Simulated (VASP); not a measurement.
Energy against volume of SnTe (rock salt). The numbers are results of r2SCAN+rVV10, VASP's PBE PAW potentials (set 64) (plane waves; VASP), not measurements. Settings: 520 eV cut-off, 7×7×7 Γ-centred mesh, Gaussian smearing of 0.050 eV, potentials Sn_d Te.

```tsv
V (Å³/atom)	E (eV/atom)
30.835	-25.07180
31.789	-25.07644
32.742	-25.07278
33.696	-25.06206
```

Problem. Fit these four points and predict the energy of the run at 29.881 Å³/atom.

Solution. A cubic in V^(−2/3), the third-order Birch-Murnaghan form, passes through the four points with V0 = 31.82 Å³/atom and B0 = 46 GPa, and gives -25.0574 eV/atom there. The run gave -25.0574 eV/atom, -0.0 meV/atom from the fit; all five points give B0 = 46 GPa.

The compound is SnTe in the rock salt structure, which distorts at low temperature. It was relaxed first.
